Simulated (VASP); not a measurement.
VASP runs on Zn$_{3}$Mo (space group Pm-3m) share one base input (PBE GGA, plane waves, VASP's PBE PAW potentials (set 64)) and change the settings named in each case.

**INCAR**
```
SYSTEM = Zn3Mo
PREC = Accurate; ENCUT = 300; LREAL = .FALSE.
LASPH = .TRUE.
EDIFF = 1E-6; NELM = 100; ALGO = Normal
LMAXMIX = 4
ISMEAR = -1; SIGMA = 0.136
GGA = PE
ISIF = 2
LWAVE = .FALSE.; LCHARG = .FALSE.
```

### POSCAR
```
Zn3Mo
1
    3.7777320000     0.0000000000     0.0000000000
    0.0000000000     3.7777320000     0.0000000000
    0.0000000000     0.0000000000     3.7777320000
Zn Mo
3 1
Direct
  0.0000000000   0.5000000000   0.5000000000
  0.5000000000   0.5000000000   0.0000000000
  0.5000000000   0.0000000000   0.5000000000
  0.0000000000   0.0000000000   0.0000000000
```

KPOINTS:
```
Automatic mesh
0
Gamma
9 9 9
0 0 0
```

POTCAR, in this order: Zn Mo_sv (PBE.64 set). Program: vasp_std.

| change | E(σ→0) (eV/atom) | pressure (GPa) | −TS (eV) |
|---|---|---|---|
| base run | -3.5623 | 11.08 | -0.0671 |
| GGA = PS | -4.1794 | ? | ? |
| GGA_COMPAT = .FALSE., LNONCOLLINEAR = .TRUE., LSORBIT = .TRUE., MAGMOM = 0.0 0.0 0.0 0.0 0.0 0.0 0.0 0.0 0.0 0.0 0.0 0.0, program vasp_ncl | -3.5912 | ? | ? |
| KPOINTS 4×4×4 Γ-centred mesh | -3.5537 | 11.23 | -0.0633 |

Some entries are withheld; supply them.

- GGA_COMPAT = .FALSE., LNONCOLLINEAR = .TRUE., LSORBIT = .TRUE., MAGMOM = 0.0 0.0 0.0 0.0 0.0 0.0 0.0 0.0 0.0 0.0 0.0 0.0, program vasp_ncl, pressure (GPa): 11.25
- GGA_COMPAT = .FALSE., LNONCOLLINEAR = .TRUE., LSORBIT = .TRUE., MAGMOM = 0.0 0.0 0.0 0.0 0.0 0.0 0.0 0.0 0.0 0.0 0.0 0.0, program vasp_ncl, −TS (eV): -0.0670
- GGA = PS, pressure (GPa): 4.02
- GGA = PS, −TS (eV): -0.0689

Energies of different potentials or functionals have different zeros.  At 300 eV the pressure can carry a Pulay error.

Left out are runs that ran out of time, are held back, or changed the cell or the kind of run, fixed moments of cells without a moment, rows past the twelfth, gaps on odd meshes, pressures of charged cells and columns that move by less than the noise.

The structure was generated: Zn3Mo was put into an ordered model structure, which need not be its known phase. The cell was not relaxed at this level.
